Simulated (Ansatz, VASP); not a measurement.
One calculation of KGeF3, two programs

```
K Ge F
1.0
     4.33731    0.00000    0.00000
     0.00000    4.33731    0.00000
     0.00000    0.00000    4.33731
K Ge F
1 1 3
Direct
  0.00000 0.00000 0.00000
  0.50000 0.50000 0.50000
  0.50000 0.50000 0.00000
  0.50000 0.00000 0.50000
  0.00000 0.50000 0.50000
```

The cell comes from a database or a generator and needn't be the stable form of this composition.

Alike in both runs: task single point; functional PBE; k mesh 4 × 4 × 4; occupations gaussian, width 0.05 eV; no spin polarisation.

|  | VASP | Ansatz |
| --- | --- | --- |
| version | VASP 6.6.1 | Ansatz 0.2.0 |
| potentials or method | VASP PAW PBE potentials, release 64 (K_sv, Ge_d, F) | scalar-relativistic, plane waves, PAW |
| plane-wave cutoff (eV) | 520 | 420 |
| valence electrons in the cell | 44 | 44 |

Ansatz gave:

```
gap on the k mesh at the Fermi level (eV) : 1.61
least direct gap on the mesh (eV)         : 1.61
pressure (GPa)                            : 4.8
```

What did VASP give for the same quantities?

gap on the k mesh at the Fermi level (eV): 1.60; least direct gap on the mesh (eV): 1.60; pressure (GPa): 4.8.

The functional is the same, so the differences come from potentials, cutoffs and numerics.

A k mesh can miss the band edges. PBE gaps usually lie below the measured ones, often by a third to a half.
